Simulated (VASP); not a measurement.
Crystal: Nb2SnSe.

```
Nb Sn Se
1.0
     3.45299    0.00000    0.00000
    -1.72650    2.99038    0.00000
     0.00000    0.00000   15.05276
Nb Sn Se
4 2 2
Direct
  0.33333 0.66667 0.59060
  0.66667 0.33333 0.40940
  0.66667 0.33333 0.09060
  0.33333 0.66667 0.90940
  0.33333 0.66667 0.25000
  0.66667 0.33333 0.75000
  0.00000 0.00000 0.00000
  0.00000 0.00000 0.50000
```

The cell was built by a generator and needn't be a form met in nature.

```yaml
Program: VASP 6.6.1
Task: relaxation of cell and atoms
Functional: PBE
Potentials_or_basis: VASP PAW PBE potentials, release 64 (Nb_sv, Sn_d, Se)
Cutoff: 520 eV
k_mesh: 5 × 5 × 1
Occupations: gaussian, width 0.15 eV
Spin: no spin polarisation
```

At the start: pressure 11.1 GPa; volume 19.43 Å³/atom.

Question: Where does the relaxation end?

Answer: Over 11 steps the energy falls by 213.0 meV/atom and the volume is 20.17 Å³/atom (+3.8 %); space group P6_3/mmc (No. 194, to 0.05 Å).

Step by step:
```
step  energy change (eV)  largest force (eV/Å)  pressure (GPa)  volume (Å³)
   1              0.0000                2.5277           11.14       155.43
   2             -0.1298                0.1361          -13.07       187.61
   3             -0.8723                1.1054           -3.95       170.70
   4             -1.3446                0.8239           -1.38       164.64
   5             -1.5297                0.4748            3.34       157.81
   6             -1.5683                0.4857            4.81       155.90
   7             -1.6066                0.6271           -0.55       162.30
   8             -1.6879                0.0833            1.67       159.36
   9             -1.6913                0.1570            1.44       159.67
  10             -1.7016                0.0517           -0.44       162.06
  11             -1.7037                0.0205           -0.02       161.39
```

Final structure:
```
Nb Sn Se
1.0
     3.70382    0.00000    0.00000
    -1.85191    3.20760    0.00000
     0.00000    0.00000   13.58488
Nb Sn Se
4 2 2
Cartesian
  0.0000 2.1384 8.2643
  1.8519 1.0692 5.3205
  1.8519 1.0692 1.4719
  0.0000 2.1384 12.1130
  0.0000 2.1384 3.3962
  1.8519 1.0692 10.1887
  -1.8519 3.2076 13.5849
  -1.8519 3.2076 6.7924
```

Caveat: the k mesh is coarse (spacing up to 0.42 Å⁻¹), so the values aren't converged.
